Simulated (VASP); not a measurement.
An input for Ansatz (written as the equivalent of a VASP run, and not itself run):

Ansatz 0.2 input:
```yaml
crystal:
  lattice:
    - [0.0000000, 2.4843067, 2.4843067]
    - [2.4843067, 0.0000000, 2.4843067]
    - [2.4843067, 2.4843067, 0.0000000]
  atoms:
    - { symbol: Pd, position: [0.0000000, 0.0000000, 0.0000000] }
    - { symbol: S, position: [0.5000000, 0.5000000, 0.5000000] }
kpoints:
  mp_grid: { grid: [14, 14, 14] }
hamiltonian:
  xc: pbesol
  pseudopotentials: { kind: paw }
scf:
  occupations: { method: tetrahedron }
  max_iter: 100
output: { forces: true, stress: true, eigenvalues: true }
```

Task: Translate this input to VASP (INCAR, KPOINTS, POSCAR, choice of POTCAR).

Result: This is not unique; one that fits is 
File KPOINTS:
```
K-points
0
G
  14 14 14
```

**INCAR**
```
EDIFF  =  1E-7
SYSTEM  =  PdS
ISMEAR  =  -5
LWAVE  =  .False.
LASPH  =  .True.   ! aspherical one-centre terms
LORBIT  =  11   ! lm-projected
ENCUT  =  400   ! plane-wave cut-off (eV)
ALGO  =  Normal
LMAXMIX  =  4
ISIF  =  2   ! forces and stress, cell fixed
NEDOS  =  601   ! DOS grid
PREC  =  Accurate
LREAL  =  .False.
GGA  =  PS
NELM  =  100   ! most electronic steps
LCHARG  =  .True.
```

File POSCAR:
```
PdS
3.513340
  0.0000000000   0.7071068271   0.7071068271
  0.7071068271   0.0000000000   0.7071068271
  0.7071068271   0.7071068271   0.0000000000
Pd S
1 1
Direct
  0.0000000000   0.0000000000   0.0000000000
  0.5000000000   0.5000000000   0.5000000000
```

POTCAR, in this order: Pd S (PBE.64 set). Program: vasp_std.

What does not carry over: each code has its own PAW files, so the cut-off isn't converted (ENCUT is set for VASP's; basis.ecutwfc is left out, and Ansatz then takes the one that its files recommend); Ansatz stops its SCF on the density residual and VASP on the energy change (EDIFF).

The structure was generated: PdS was put into the rock salt type (Fm-3m), which need not be its known phase. It was relaxed first, which changed the volume by -16 %.
